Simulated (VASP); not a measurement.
Set up this calculation in VASP 6.6.1, as the native input.

* Task: relaxation of cell and atoms
* Functional: PBE
* Potentials or basis: VASP PAW PBE potentials, release 64 (Be, Zn, Te)
* Cutoff: 520 eV
* k mesh: 8 × 8 × 4
* Occupations: gaussian, width 0.03 eV
* Spin: no spin polarisation
* Further INCAR settings: ALGO = Normal; EDIFF = 1e-07; IBRION = 2; POTIM = 0.3; EDIFFG = -0.005; NSW = 60; ISIF = 3

The structure of BeZn2Te3 lies in POSCAR:

```
BeZn2Te3                                
1.0
    4.2522042306     -0.0000000000      0.0000000000
   -2.1261021103      3.6825168879      0.0000000000
    0.0000000000     -0.0000000000     10.4461839400
  Be              Zn              Te            
     1     2     3
Direct
     1.0000000000000000    0.0000000000000000    0.0004988316254567
     0.6666666699999979    0.3333333300000021    0.3274116522656284
     0.3333333300000021    0.6666666699999979    0.6746966562530097
     0.0000000000000000    0.0000000000000000    0.2350944480709379
     0.3333333300000021    0.6666666699999979    0.9302643965298492
     0.6666666699999979    0.3333333300000021    0.5819618352551146
```

The cell was built by a generator and needn't be a form met in nature.

One way to write it, as run:

INCAR

```
ALGO = Normal ; EDIFF = 1E-7
EDIFFG = -0.005 ; ENCUT = 520
GGA = PE ; IBRION = 2
ISIF = 3 ; ISMEAR = 0
KPAR = 4 ; LASPH = True
LCHARG = False ; LREAL = False
LWAVE = False ; NELM = 120
NSW = 60 ; POTIM = 0.3
PREC = Accurate ; SIGMA = 0.03
```

KPOINTS

```
k-points
0
Gamma
  8 8 4
```

Potentials or basis: VASP PAW PBE potentials, release 64 (Be, Zn, Te).

Launch:

```sh
$ cat potpaw_PBE.64/Be/POTCAR potpaw_PBE.64/Zn/POTCAR potpaw_PBE.64/Te/POTCAR > POTCAR
$ mpirun -np 4 vasp_std > vasp.out
```

It gave:

| Property | Result |
| --- | --- |
| Relaxed volume | 27.26 Å³/atom |
| Relaxed cell | a = 4.252 Å, b = 4.252 Å, c = 10.446 Å, α = 90.00°, β = 90.00°, γ = 120.00° |
| Space group after relaxing (to 0.05 Å) | P3m1 (No. 156) |
| Energy gained by relaxing | 0.0 meV/atom |
| Ionic steps | 2 |
| Pressure after relaxing | 0.0 GPa |
| Largest force after relaxing | 0.004 eV/Å |
| Band gap on the k mesh | 1.60 eV, direct |

Caveat: spin-orbit coupling is left out, which moves the levels of the heavy elements.

Run time: 50 s on 4 MPI ranks on AMD EPYC 7R13 Processor (Zen 3), with other jobs on the host, peak memory 0.36 GiB a rank.
